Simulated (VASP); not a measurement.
A VASP calculation is set up with these files.

### POSCAR
```
SnGe
1
    3.3132210000     0.0000000000     0.0000000000
    0.0000000000     3.3132210000     0.0000000000
    0.0000000000     0.0000000000     3.3132210000
Sn Ge
1 1
Direct
  0.0000000000   0.0000000000   0.0000000000
  0.5000000000   0.5000000000   0.5000000000
```

INCAR:
```
# general
SYSTEM   =  SnGe
PREC     =  Accurate
ENCUT    =  400   # plane-wave cut-off (eV)
LREAL    =  .FALSE.   # projection in real space or not
LASPH    =  .TRUE.   # aspherical one-centre terms

# electronic loop
EDIFF    =  1E-6
NELM     =  100   # most electronic steps
ALGO     =  Normal   # blocked Davidson
LMAXMIX  =  4

# smearing
ISMEAR   =  1   # Methfessel-Paxton
SIGMA    =  0.1   # width (eV)

# ions
IBRION   =  2   # conjugate gradients
NSW      =  60
ISIF     =  3   # ions, shape and volume
EDIFFG   =  -0.01

# output
LWAVE    =  .FALSE.
LCHARG   =  .FALSE.
```

KPOINTS:
```
Automatic
0
Gamma
 10 10 10
0 0 0
```

POTCAR, in this order: Sn_d Ge_d (LDA.64 set). Program: vasp_std.

Problem. Write an equivalent input for Quantum ESPRESSO's pw.x.

Solution. One equivalent input (not run):
```
&CONTROL
  calculation = 'vc-relax'
  pseudo_dir = './pseudo'
  outdir = './out'
  tprnfor = .true.
  tstress = .true.
  nstep = 60
  forc_conv_thr = 0.00039
/
&SYSTEM
  ibrav = 0
  nat = 2
  ntyp = 2
  ecutwfc = 78
  occupations = 'smearing'
  smearing = 'methfessel-paxton'
  degauss = 0.00735
  input_dft = 'pz'
/
&ELECTRONS
  conv_thr = 7.3e-08
  electron_maxstep = 100
/
&IONS
/
&CELL
/
ATOMIC_SPECIES
  Sn 118.710 Sn.upf
  Ge 72.630 Ge.upf
CELL_PARAMETERS angstrom
     3.3132210    0.0000000    0.0000000
     0.0000000    3.3132210    0.0000000
     0.0000000    0.0000000    3.3132210
ATOMIC_POSITIONS crystal
  Sn   0.0000000  0.0000000  0.0000000
  Ge   0.5000000  0.5000000  0.5000000
K_POINTS automatic
  10 10 10 0 0 0
```
What does not carry over: the potentials are each code's own (VASP's PAW set, PseudoDojo norm-conserving files in pw.x), so ENCUT and ecutwfc are chosen apart and not converted; conv_thr bounds pw.x's estimated SCF error, while EDIFF bounds the energy change between steps; forc_conv_thr acts on force components and is met together with etot_conv_thr.

The structure was generated: SnGe was put into the CsCl type (Pm-3m), which need not be its known phase. This run relaxes it. Symmetry was kept, so distortions that lower it aren't found.
